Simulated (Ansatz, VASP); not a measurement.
One calculation of AgPt3, two programs

```xyz
4
Lattice="3.9258 0.0000 0.0000 0.0000 3.9258 0.0000 0.0000 0.0000 3.9258" Properties=species:S:1:pos:R:3 pbc="T T T"
Ag    0.0000    0.0000    0.0000
Pt    0.0000    1.9629    1.9629
Pt    1.9629    0.0000    1.9629
Pt    1.9629    1.9629    0.0000
```

Change from the starting cell: volume scaled by 1.02.

Alike in both runs: task single point; functional LDA; k mesh 9 × 9 × 9; occupations fermi-dirac, width 0.08 eV; no spin polarisation.

|  | VASP | Ansatz |
| --- | --- | --- |
| version | VASP 6.6.1 | Ansatz 0.2.0 |
| potentials or method | VASP PAW LDA potentials, release 64 (Ag, Pt), cutoff 520 eV | all-electron LAPW, scalar-relativistic |

|  | VASP | Ansatz | Ansatz less VASP |
| --- | --- | --- | --- |
| pressure (GPa) | -2.3 | -2.8 | -0.54 |

Ansatz ran all-electron here, so the differences hold the error of VASP's frozen core and of both bases.

The runs have no spin-orbit coupling, so splittings on Pt are missing.
